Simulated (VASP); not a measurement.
Data:

```
CELL_PARAMETERS angstrom
      4.35799     0.00000     0.00000
     -2.17899     3.77413     0.00000
      0.00000     0.00000     5.31799
ATOMIC_POSITIONS crystal
  Y  0.33333 0.66667 0.93755
  Y  0.66667 0.33333 0.43755
  B  0.33333 0.66667 0.43745
  B  0.66667 0.33333 0.93745
```

Computed with PBEsol GGA, VASP's PBE PAW potentials (set 64) (plane waves; VASP). Run with 520 eV cut-off, Gaussian smearing of 0.050 eV, potentials Y_sv B.

### Question
Predict the band gap (along the path) with the smallest direct gap where there is one.

### Answer

```yaml
band gap (along the path): none (metal, semimetal or under 0.01 eV)
```

Only differences to runs with the same potentials and settings are physical.

The structure was generated: YB was put into the wurtzite type (P6_3mc), which need not be its known phase. It was relaxed first, which changed the volume by -31 %. The relaxed cell has space group P6_3/mmc.
